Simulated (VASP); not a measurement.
Given:

```
CdHgSe2
1.0
    4.28117     0.00000     0.00000
    0.00000     4.28117     0.00000
    0.00000     0.00000     6.03879
Cd Hg Se
1 1 2
Direct
  0.50000   0.50000   0.50000
  0.00000   0.00000   0.00000
  0.00000   0.50000   0.25301
  0.50000   0.00000   0.74699
```

Method: LDA (Ceperley-Alder, Perdew-Zunger), VASP's LDA PAW potentials (set 64) (plane waves; VASP). Settings: 400 eV cut-off, Gaussian smearing of 0.050 eV, potentials Cd Hg Se.

Unless said otherwise, spin-orbit coupling is left out, though it shifts the bands of the heavy elements here.

What does the run give for the band gap (along the path) with the smallest direct gap where there is one?

```yaml
band gap (along the path): none (metal, semimetal or under 0.01 eV)
```

The absolute energy has meaning only against runs of the same code, potentials and settings.

The structure comes from a computed database's CdHgSe2 entry (P-4m2); how it stands against other phases isn't given here. It was relaxed first, which changed the volume by -6 %.
